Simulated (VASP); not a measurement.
**MgS (space group P6_3mc): computed properties**

Level of theory: r2SCAN meta-GGA, VASP's PBE PAW potentials (set 64) (plane waves; VASP).

* **space group**: P6_3mc (186)
* **cell**: a = b = 4.029 Å, c = 6.428 Å, α = β = 90.00°, γ = 120.00°
* **volume per atom**: 22.60 Å^3/atom
* **band gap (over mesh and band path)**: 4.13 eV
* **smallest direct gap (over mesh and band path)**: 4.13 eV
* **band-edge character**: direct, Γ to Γ
* **density**: 2.07 g/cm³
* **mean ε∞ (independent particles)**: 4.01

```yaml
crystal:
  lattice:
    - [4.02938, 0.00000, 0.00000]
    - [-2.01469, 3.48954, 0.00000]
    - [0.00000, 0.00000, 6.42790]
  atoms:
    - { symbol: Mg, position: [0.66667, 0.33333, 0.49639] }
    - { symbol: Mg, position: [0.33333, 0.66667, 0.99639] }
    - { symbol: S, position: [0.33333, 0.66667, 0.37860] }
    - { symbol: S, position: [0.66667, 0.33333, 0.87860] }
```

The structure comes from a computed database's MgS entry (P6_3mc); how it stands against other phases isn't given here. It was relaxed first. Symmetry was kept, so distortions that lower it aren't found.
